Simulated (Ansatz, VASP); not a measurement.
## Cross-check of NaVSe3 between VASP and Ansatz

Aim: how closely do two programs agree when they are given the same cell, functional and k mesh? The cell is generated by rule, not measured, and may not be a known phase. The cell is taken from a series of runs on this material, whose earlier steps may have relaxed, scaled, displaced or heated it; both programs get it as it stands.

Main program and level: Ansatz 0.2.0; plane waves, with VASP 6.6.1 beside it; relaxation of cell and atoms at PBE.

The structure was built from a prototype and need not be the compound's stable phase.

**1. Set-up**

It takes space group Pm-3m (No. 221, cubic). Conventional cell: a = 4.899 Å, b = 4.899 Å, c = 4.899 Å, α = 90.00°, β = 90.00°, γ = 90.00°. Na has 12 Se at 3.46 Å nearest. Nearest to V lie 6 Se at 2.45 Å. Nearest to Se lie 2 V at 2.45 Å and 4 Na at 3.46 Å. Farther neighbours and most contacts between anions are not listed.

Structure file:

```xyz
5
Lattice="4.8994 0.0000 0.0000 0.0000 4.8994 0.0000 0.0000 0.0000 4.8994" Properties=species:S:1:pos:R:3 pbc="T T T"
Na    0.0000    0.0000    0.0000
V     2.4497    2.4497    2.4497
Se    2.4497    2.4497    0.0000
Se    2.4497    0.0000    2.4497
Se    0.0000    2.4497    2.4497
```

**2. VASP: relaxation of cell and atoms, PBE, pair 1**

The relaxed volume is the usual yardstick between codes: in a stiff, nearly cubic crystal its relative difference is about their pressure difference at one cell divided by the bulk modulus.

Lines of VASP's logs that name or quote its potential files are left out, and so is its time.

INCAR

```
SYSTEM = NaVSe3
PREC = Accurate
ENCUT = 500
EDIFF = 1E-07
NELM = 120
ISMEAR = 1
SIGMA = 0.15
LREAL = .FALSE.
ALGO = Normal
GGA = PE
NBANDS = 25
LASPH = .TRUE.
LORBIT = 11
LWAVE = .FALSE.
LCHARG = .FALSE.
ISIF = 3
IBRION = 2
NSW = 80
EDIFFG = -0.005
GGA_COMPAT = .FALSE.
NELMIN = 4
KPAR = 2
```

POSCAR

```
NaVSe3
1.0
    4.8993580000      0.0000000000      0.0000000000
    0.0000000000      4.8993580000      0.0000000000
    0.0000000000      0.0000000000      4.8993580000
Na V Se
1 1 3
Direct
    0.0000000000      0.0000000000      0.0000000000
    0.5000000000      0.5000000000      0.5000000000
    0.5000000000      0.5000000000      0.0000000000
    0.5000000000      0.0000000000      0.5000000000
    0.0000000000      0.5000000000      0.5000000000
```

KPOINTS

```
Automatic mesh
0
Gamma
6 6 6
0 0 0
```

PAW data sets: Na_pv, V_sv and Se (PBE family, release 64).

Run with:

```
mpirun -np 2 vasp_std
```

Numbers of over 12 decimals in the logs are rounded to 6 here.

Output:

```text
[banner, memory and clock lines left out]
running    2 mpi-ranks, on    1 nodes
 distrk:  each k-point on    1 cores,    2 groups
 distr:  one band on    1 cores,    1 groups

 POSCAR found type information on POSCAR NaV Se
 POSCAR found :  3 types and       5 ions
 LDA part: xc-table for (Slater+PW92), standard interpolation
 POSCAR, INCAR and KPOINTS ok, starting setup
 FFT: planning ... GRIDC
 FFT: planning ... GRID_SOFT
 FFT: planning ... GRID
 WAVECAR not read
 entering main loop
       N       E                     dE             d eps       ncg     rms          rms(c)
DAV:   1     0.355289795930E+03    0.35529E+03   -0.19148E+04  1176   0.142E+03
DAV:   2     0.107834066651E+02   -0.34451E+03   -0.33563E+03  1035   0.386E+02
DAV:   3    -0.269732586802E+02   -0.37757E+02   -0.35944E+02  1232   0.114E+02
DAV:   4    -0.283913453085E+02   -0.14181E+01   -0.14147E+01  1100   0.222E+01
DAV:   5    -0.284145430471E+02   -0.23198E-01   -0.23182E-01  1271   0.318E+00    0.212E+01
DAV:   6    -0.464241339048E+02   -0.18010E+02   -0.26505E+02  1115   0.577E+01    0.476E+01
DAV:   7    -0.238121591894E+02    0.22612E+02   -0.69512E+01  1035   0.756E+01    0.101E+01
DAV:   8    -0.231604707307E+02    0.65169E+00   -0.54263E+00  1026   0.121E+01    0.167E+00
DAV:   9    -0.231280892894E+02    0.32381E-01   -0.13160E-01  1156   0.249E+00    0.109E+00
DAV:  10    -0.231234757801E+02    0.46135E-02   -0.13514E-01  1023   0.264E+00    0.171E+00
DAV:  11    -0.231165288476E+02    0.69469E-02   -0.12971E-01  1055   0.209E+00    0.993E-01
DAV:  12    -0.231105378323E+02    0.59910E-02   -0.73814E-03  1062   0.471E-01    0.468E-01
DAV:  13    -0.231089407803E+02    0.15971E-02   -0.86999E-03  1133   0.420E-01    0.139E-01
DAV:  14    -0.231088648363E+02    0.75944E-04   -0.31917E-04  1027   0.139E-01    0.736E-02
DAV:  15    -0.231088413652E+02    0.23471E-04   -0.83175E-05  1071   0.351E-02    0.465E-02
DAV:  16    -0.231088357958E+02    0.55694E-05   -0.29348E-06  1113   0.104E-02    0.370E-02
DAV:  17    -0.231088247106E+02    0.11085E-04   -0.30070E-05  1169   0.251E-02    0.371E-03
DAV:  18    -0.231088247342E+02   -0.23624E-07   -0.74023E-07   938   0.600E-03
   1 F= -.23108825E+02 E0= -.23103236E+02  d E =-.231088E+02
 curvature:   0.00 expect dE= 0.000E+00 dE for cont linesearch  0.000E+00
 trial: gam= 0.00000 g(F)=  0.000E+00 g(S)=  0.379E-04 ort = 0.000E+00 (trialstep = 0.100E+01)
 search vector abs. value=  0.379E-04
 bond charge predicted
       N       E                     dE             d eps       ncg     rms          rms(c)
DAV:   1    -0.231096570844E+02   -0.83237E-03   -0.93972E-03  1068   0.999E-01    0.349E-01
DAV:   2    -0.231264459197E+02   -0.16789E-01   -0.74033E-02  1096   0.160E+00    0.155E+00
DAV:   3    -0.231088013526E+02    0.17645E-01   -0.52816E-02  1088   0.127E+00    0.494E-02
DAV:   4    -0.231088357497E+02   -0.34397E-04   -0.57339E-04  1023   0.134E-01    0.260E-02
DAV:   5    -0.231088333319E+02    0.24177E-05   -0.16474E-05  1111   0.279E-02    0.997E-03
DAV:   6    -0.231088323679E+02    0.96399E-06   -0.10756E-06  1123   0.782E-03    0.140E-03
DAV:   7    -0.231088324100E+02   -0.42055E-07   -0.49837E-08   557   0.181E-03
   2 F= -.23108832E+02 E0= -.23103234E+02  d E =-.767580E-05
 trial-energy change:   -0.000008  1 .order   -0.000011   -0.000038    0.000015
 step:   0.6152(harm=  0.7157)  dis= 0.00000  next Energy=   -23.108836 (dE=-0.108E-04)
 reached required accuracy - stopping structural energy minimisation
```

OUTCAR, selected parts (step 2):

```text
ion  position               nearest neighbor table
   1  0.000  0.000  0.000-
   2  0.500  0.500  0.500-   3 2.45   4 2.45   5 2.45   3 2.45   4 2.45   5 2.45
   3  0.500  0.500  0.000-   2 2.45   2 2.45
   4  0.500  0.000  0.500-   2 2.45   2 2.45
   5  0.000  0.500  0.500-   2 2.45   2 2.45

  LATTYP: Found a simple cubic cell.
 ALAT       =     4.8993580000

 Subroutine GETGRP returns: Found 48 space group operations
 (whereof 48 operations were pure point group operations)

The static configuration has the point symmetry O_h .

 Found     20 irreducible k-points:

   k-points           NKPTS =     20   k-points in BZ     NKDIM =     20   number of bands    NBANDS=     25

   dimension x,y,z NGX =    36 NGY =   36 NGZ =   36
   dimension x,y,z NGXF=    72 NGYF=   72 NGZF=   72

   ENCUT  =  500.0 eV  36.75 Ry    6.06 a.u.   8.93  8.93  8.93*2*pi/ulx,y,z

   NELECT =      38.0000    total number of electrons

 k-points in reciprocal lattice and weights: Automatic mesh
   0.00000000  0.00000000  0.00000000       0.005
   0.16666667  0.00000000  0.00000000       0.028
   0.33333333  0.00000000  0.00000000       0.028
   0.50000000  0.00000000  0.00000000       0.014
   0.16666667  0.16666667  0.00000000       0.056
   0.33333333  0.16666667  0.00000000       0.111
   0.50000000  0.16666667  0.00000000       0.056
   0.33333333  0.33333333  0.00000000       0.056
   0.50000000  0.33333333  0.00000000       0.056
[...]
0.50000000  0.50000000  0.33333333       0.028
   0.50000000  0.50000000  0.50000000       0.005

 average (electrostatic) potential at core
       1 -46.7775       2 -78.2106       3 -54.8376       4 -54.8376       5 -54.8376

 E-fermi :   3.3727

 k-point     1 :       0.0000    0.0000    0.0000
  band No.  band energies     occupation
    ...
     18       2.5054      2.00000
     19       2.5054      2.00000
     20       3.1362      2.04832
     21       3.1362      2.04832
     22       3.1362      2.04832
     23       3.5753     -0.06680
     24       3.5753     -0.06680
     25       5.3626     -0.00000

 k-point     2 :       0.1667    0.0000    0.0000
  band No.  band energies     occupation
    ...
     16       2.1183      2.00000
     17       2.1518      2.00000
     18       2.5118      2.00000
     19       2.7913      2.00000
     20       2.7913      2.00000
     21       3.4959      0.00942
     22       3.4959      0.00942
     23       3.5812     -0.06423
     24       4.3064     -0.00000
     25       5.7862     -0.00000

 k-point     3 :       0.3333    0.0000    0.0000
  band No.  band energies     occupation
    ...
     16       1.0550      2.00000
     17       1.8580      2.00000
     18       2.5245      2.00000
     19       2.8572      2.00001
     20       2.8572      2.00001
     21       3.5891     -0.06022
     22       4.0027     -0.00000
     23       4.0027     -0.00000
     24       4.7985     -0.00000
     25       6.8404      0.00000

  Total       -0.0143743     -0.0143743     -0.0143743      0.0000000      0.0000000      0.0000000
  in kB       -0.1956253     -0.1956253     -0.1956253      0.0000000      0.0000000      0.0000000
  external PRESSURE =      -0.1956253 kB  Pullay stress =       0.0000000 kB

  energy-cutoff  :      500.00
  volume of cell :      117.73
      direct lattice vectors                 reciprocal lattice vectors
     4.901068441 -0.000000000 -0.000000000     0.204037143  0.000000000  0.000000000
    -0.000000000  4.901068441 -0.000000000     0.000000000  0.204037143  0.000000000
    -0.000000000  0.000000000  4.901068441     0.000000000  0.000000000  0.204037143

 POSITION                                       TOTAL-FORCE (eV/Angst)
 -----------------------------------------------------------------------------------
      0.00000      0.00000      0.00000         0.000000      0.000000      0.000000
      2.45053      2.45053      2.45053        -0.000000      0.000000      0.000000
      2.45053      2.45053     -0.00000         0.000000      0.000000      0.000000
      2.45053     -0.00000      2.45053         0.000000      0.000000      0.000000
     -0.00000      2.45053      2.45053         0.000000      0.000000      0.000000
 -----------------------------------------------------------------------------------
    total drift:                                0.000000      0.000000      0.000000

  FREE ENERGIE OF THE ION-ELECTRON SYSTEM (eV)
  ---------------------------------------------------
  free  energy   TOTEN  =       -23.1088324100 eV

  energy  without entropy=      -23.0920376520  energy(sigma->0) =      -23.10323416

 reached required accuracy - stopping structural energy minimisation

 total charge
# of ion       s       p       d       tot
------------------------------------------
    1        0.027   5.960   0.000   5.988
    2        2.231   6.198   3.013  11.442
    3        1.471   2.336   0.029   3.835
    4        1.471   2.336   0.029   3.835
    5        1.471   2.336   0.029   3.835
--------------------------------------------------
tot          6.670  19.166   3.100  28.936

[... 3 further parts left out ...]
```

This run has no spin polarisation, so a moment on V, if there is one, isn't seen. The k-mesh is coarse for a metal. The run keeps the 48 symmetry operations of its start, so it cannot find a distortion of lower symmetry.

**3. Ansatz: relaxation of cell and atoms, PBE, pair 1**

Ansatz runs on its default PAW (the set named soft_2) files.

The same cell, functional, mesh and smearing now go to Ansatz, which takes its cutoff from its data sets.

input.yaml

```yaml
crystal:
  lattice:
    - [4.8993576265, 0.0, 0.0]
    - [0.0, 4.8993576265, 0.0]
    - [0.0, 0.0, 4.8993576265]
  atoms:
    - { symbol: Na, position: [0.0, 0.0, 0.0] }
    - { symbol: V, position: [0.5, 0.5, 0.5] }
    - { symbol: Se, position: [0.5, 0.5, 0.0] }
    - { symbol: Se, position: [0.5, 0.0, 0.5] }
    - { symbol: Se, position: [0.0, 0.5, 0.5] }
kpoints:
  mp_grid: { grid: [6, 6, 6] }
hamiltonian:
  xc: pbe
scf:
  occupations: { method: methfessel_paxton, width: 0.15 }
output:
  forces: true
  stress: true
  eigenvalues: true
relax:
  adjacent_minimum: "off"
  f_tol: 0.001
  max_steps: 60
  cell: { stress_tol: 0.01 }
```

Run with:

```
ansatz run input.yaml --threads 8 --pin off --max-ram 14336MiB --backend cpu --events-out ev --progress --plain --runs-dir out
```

Output:

```text
Engine: ansatz 0.2.0, aarch64-unknown-linux-gnu
Pseudopotentials: kind: paw
Pseudopotential: Na, paw, valence charge 9, recommended cutoff 420 eV (normal), Na.paw.azcp
Pseudopotential: V, paw, valence charge 13, recommended cutoff 420 eV (normal), V.paw.azcp
Pseudopotential: Se, paw, valence charge 16, recommended cutoff 420 eV (normal), Se.paw.azcp
Functional definition: PBE
  parameter kappa = 0.804
  parameter beta = 0.066725
  exchange = pbe_x(kappa = kappa, mu = beta*pi^2/3)
  correlation = pbe_c(beta = beta)
Crystal: 5 atoms, lattice volume = 117.603 Å³
Basis set: ecut = 420 eV, 2325 PW (Γ), exchange–correlation on 72×72×72 points (8 copies of the dense FFT grid, shifted against one another)
Bands: 42, of which v1, the nominal top of the filled ones, is band 35 counted from 1 (34 counted from 0)
Symmetry: 48 space group operations
Space group: Pm-3m (ITA 221), of the structure as read, at distance tolerance 4.9e-5 Å
k-points: 20 of 216
Non-local potential: Na, projectors of the file, l = 0: 3, l = 1: 2, l = 2: 1
Non-local potential: V, projectors of the file, l = 0: 3, l = 1: 2, l = 2: 3, l = 3: 1
Non-local potential: Se, projectors of the file, l = 0: 2, l = 1: 2, l = 2: 3, l = 3: 1
PAW form: soft (Blöchl's): semilocal exchange-correlation on the pseudo side does not see the compensation charge
PAW one-centre angular grid: Na, 110 points (default); XC on 64 Gauss nodes
PAW one-centre angular grid: V, 590 points (default); XC on 64 Gauss nodes
PAW one-centre angular grid: Se, 590 points (default); XC on 64 Gauss nodes
Initial density: superposition of atomic densities (neutral atoms: chi_scale 0, normalization atom), corrected by the library's trained network
Initial wavefunctions: pseudopotential atomic-orbital guess
Functional: x = pbe(κ = 0.804, μ = 0.219515), c = pbe(β = 0.066725)
SCF iter   1: F=—  HF=-20808.359908 eV  |F-HF|=—  |Δ(HF+E_count)|=         —  Δρ=5.91e-3  dr2=7.28e-2  ethr=1.77e-3  ⟨swp⟩=5.7  Hψ=2920  notcnv=0
preconditioner: auto → LDOS  [metal: Δε(μ)=0.007 eV  Ē_g=7.419 eV  σ=0.150 eV  W_gap=0.04  n_scr=26 (ndim 8)  ℏωp=16.8 eV  f_vac=0.121  D(μ)=7.97/eV (n_scr^D=80)  β→1.0]
SCF iter   2: F=—  HF=-20808.358007 eV  |F-HF|=—  |Δ(HF+E_count)|=   1.90e-3  S|Δr|=    0.00e0  Δρ=1.96e-3  dr2=5.32e-3  ethr=1.04e-4  ⟨swp⟩=1.1  Hψ=1003  notcnv=0
SCF iter   3: F=—  HF=-20808.358141 eV  |F-HF|=—  |Δ(HF+E_count)|=   1.34e-4  S|Δr|=    0.00e0  Δρ=8.57e-4  dr2=7.75e-4  ethr=7.61e-6  ⟨swp⟩=2.0  Hψ=1139  notcnv=0
SCF iter   4: F=—  HF=-20808.358070 eV  |F-HF|=—  |Δ(HF+E_count)|=   7.06e-5  S|Δr|=    0.00e0  Δρ=1.27e-4  dr2=2.43e-5  ethr=1.11e-6  ⟨swp⟩=1.5  Hψ=856  notcnv=0
SCF iter   5: F=—  HF=-20808.358059 eV  |F-HF|=—  |Δ(HF+E_count)|=   1.11e-5  S|Δr|=    0.00e0  Δρ=4.90e-5  dr2=4.61e-6  ethr=3.47e-8  ⟨swp⟩=2.0  Hψ=1142  notcnv=0
SCF iter   6: F=—  HF=-20808.358058 eV  |F-HF|=—  |Δ(HF+E_count)|=   1.18e-6  S|Δr|=    0.00e0  Δρ=1.57e-5  dr2=6.19e-7  ethr=6.59e-9  ⟨swp⟩=2.1  Hψ=1469  notcnv=0
SCF iter   7: F=-20808.358058 eV  HF=-20808.358058 eV  |F-HF|=6.42e-9  |Δ(HF+E_count)|=   9.71e-8  S|Δr|=    0.00e0  Δρ=2.97e-6  dr2=1.17e-8  ethr=1.43e-10  ⟨swp⟩=5.4  Hψ=3363  notcnv=0
SCF 1 converged in 7 iterations: F = -20808.358058 eV  dr2 = 1.17e-8
  greatest PAW one-centre occupation: 1.000 electrons in one spin orbital (limit 2), on the Se atom at site 4 (counted from 0), in its partial waves of l = 2
relax step   1: F+E_penalty+E_count = -20808.35805777 eV  Δ(F+E_penalty+E_count) = +0.000e0 eV  max|allowed force component| = 9.046e-30 eV/Å  Δτ_max = 0.0000 Å  P = -0.014 GPa  Ω = 117.603 Å³  (7 SCF iters, dr2 threshold 1.00e-7 eV, accepted)
[...]
relax step   2: F+E_penalty+E_count = -20808.35806138 eV  Δ(F+E_penalty+E_count) = -3.612e-6 eV  max|allowed force component| = 3.389e-29 eV/Å  Δτ_max = 0.0000 Å  P = -0.001 GPa  Ω = 117.578 Å³  energy of the carried Pulay correction = +2.412e-6 eV  (5 SCF iters, dr2 threshold 4.80e-10 eV, accepted)
[...]
relax step   3: F+E_penalty+E_count = -20808.35806138 eV  Δ(F+E_penalty+E_count) = -1.455e-10 eV  max|allowed force component| = 1.954e-29 eV/Å  Δτ_max = 0.0000 Å  P = -0.002 GPa  Ω = 117.578 Å³  stress off target by 1.54e-3 GPa  SCF on the basis re-selected at this cell (its energy is not comparable with the rows above)  (10 SCF iters)
basis re-selected at this cell: Δ(F+E_penalty+E_count) = -1.455e-10 eV, ΔP = -0.000 GPa vs the last step (what re-selecting the basis moved, of the pressure what is left beyond the Pulay correction that the steps carried, after the strain that the cell walked since its last selection, with what the two solves' SCF thresholds leave and, on support functions, any second-order correction that the steps lacked; it is no  [...]
SCF converged after 10 iterations
Stability not checked: this state was not tested for a lower state beside it, because cold or Methfessel-Paxton smearing, or corrected tetrahedra, fill the levels in a way that the test cannot read (fill_not_monotonic; see scf.lower_state_search)
Free energy (F): -20808.358061 eV
Harris-Foulkes:  -20808.358061 eV  (|F-HF|=1.09e-11)
Internal energy: -20808.341253 eV  (E = F + TS)
E sigma→0 (E₀):  -20808.353859 eV
Entropy (-TS):   -0.016808 eV (-3.362 meV/atom)
Fermi energy:    7.540076 eV
Step filling:    the computed levels leave a gap of 0.0032 eV = 0.0 smearing widths at the electron count; against every level under it full and every level over it empty, smearing changes F+E_penalty+E_count by -11.479 meV and its σ→0 estimate by -7.277 meV
--- Per-component energies (eV) ---
  E_band       = -1637.040992
  E_kinetic    = 811.806228
  E_local      = -10477.733830  (includes V_loc(G=0)·N_el)
  E_nonlocal   = -1718.919398
  E_hartree    = 4918.267691
  E_xc         = -481.589581
  E_vxc        = -509.343874  (∫ρ·V_xc dr)
  E_paw        = -7108.908115  (= ΣΔE_a)
  E_vpaw       = 420.615994  (= ΣTr[D̂ρ^β])
  E_aug_tail   = -0.001485  (compensation charges beyond the density's cutoff)
  E_ewald      = -6751.262762
  E_smearing   = -0.016808  (= −TS)
  E_closure    = 0.000000  (closes the sum)
  Σ components = -20808.358061   (vs F -20808.358061, Δ=0.00e0)
--- Forces (eV/Å), atoms counted from 1 ---
  atom   1  Na     0.00000000    -0.00000000     0.00000000
  atom   2  V     -0.00000000    -0.00000000     0.00000000
  atom   3  Se     0.00000000     0.00000000     0.00000000
  atom   4  Se    -0.00000000    -0.00000000     0.00000000
  atom   5  Se    -0.00000000     0.00000000    -0.00000000
  max |Σ_I F_I| component: 2.85e-29 eV/Å
--- Stress (GPa, compression-positive) ---
       -0.001538      -0.000000      -0.000000
       -0.000000      -0.001538      -0.000000
       -0.000000      -0.000000      -0.001538
  P = ⅓ Tr σ = -0.0015 GPa (-0.015 kbar)
--- Band table (eV; the first three rows and the last of 20) ---
  k-point 0: bands = [... 31 lower, 6.4845, 6.6704, 6.6704, 6.6704, 7.3001, 7.3001, 7.3001, 7.7458, ... 3 higher]
  k-point 1: bands = [... 31 lower, 6.2824, 6.3174, 6.6768, 6.9563, 6.9563, 7.6627, 7.6627, 7.7518, ... 3 higher]
  k-point 2: bands = [... 31 lower, 5.2188, 6.0232, 6.6896, 7.0219, 7.0219, 7.7597, 8.1725, 8.1725, ... 3 higher]
  k-point 19: bands = [... 31 lower, 3.7513, 8.0645, 8.0645, 8.0645, 8.1941, 8.1941, 8.1941, 9.7299, ... 3 higher]
--- Relaxed structure (2 steps of the walk, 2 accepted, 1 SCFs on fresh bases) ---
  F+E_penalty+E_count = -20808.35806138 eV   max|allowed force component| = 1.954e-29 eV/Å   (the final SCF, on the basis selected at the relaxed cell)
  cell:  # Å, volume = 117.5779 Å³
    - [4.899013, 0, 0]
    - [0, 4.899013, 0.0]
    - [0.0, 0.0, 4.899013]
  atoms:
    - { symbol: Na, position: [0, 0, 0] }
    - { symbol: V, position: [0.5, 0.5, 0.5] }
    - { symbol: Se, position: [0.5, 0.5, 0] }
    - { symbol: Se, position: [0.5, 0, 0.5] }
    - { symbol: Se, position: [0, 0.5, 0.5] }
```

**4. Comparison**

Known differences besides the potentials themselves: the data sets hold 70 valence electrons in Ansatz (on its default PAW (the set named soft_2) files) and 38 in VASP; the cutoff is 420 eV in Ansatz and 500 eV in VASP; Ansatz adds a Pulay correction to the stress that steers its cell, VASP none. Total energies have different zeros and are not compared.

The two programs side by side:

| quantity | Ansatz | VASP | difference |
| --- | --- | --- | --- |
| volume (Å³) | 117.58 | 117.73 | -0.13 % |
| edge a after relaxation, in the typed setting (Å) | 4.899 | 4.901 | -0.04 % |

(Part 1 of 2 ends here.)

[Lines on the potential files, build, host, timing and source positions are cut from VASP's logs without a mark.]

[Logs are printed without paths, hosts, clocks, repeated set-up lines and the standing remarks that a program may print on its own settings, such as how far it seeks lower states.]

[Hosts, paths, dates, database ids (printed as entryN), source tags and the programs' standing remarks are cut or masked in the printed files.]
